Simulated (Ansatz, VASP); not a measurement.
**Two plane-wave programs on ScB2**

```
Sc B
1.0
     3.11722    0.00000    0.00000
    -1.55861    2.69959    0.00000
     0.00000    0.00000    3.48590
Sc B
1 2
Direct
  0.00000 0.00000 0.00000
  0.33333 0.66667 0.50000
  0.66667 0.33333 0.50000
```

Alike in both runs: functional LDA; k mesh 18 × 18 × 12; occupations fermi-dirac, width 0.15 eV; no spin polarisation.

Ansatz relaxed the structure, and its values are those at the end. VASP's run is a single point on that final structure, the one shown.

|  | VASP | Ansatz |
| --- | --- | --- |
| version | VASP 6.6.1 | Ansatz 0.2.0 |
| potentials or method | VASP PAW LDA potentials, release 64 (Sc_sv, B) | scalar-relativistic, plane waves, PAW |
| plane-wave cutoff (eV) | 520 | 420 |
| valence electrons in the cell | 17 | 17 |

```csv
,VASP,Ansatz,Ansatz less VASP
gap on the k mesh at the Fermi level (eV),none,none,-
pressure (GPa),-3.3,-4.0,-0.69
```

A gap of «none» marks a metal or a gap that the smearing closes.
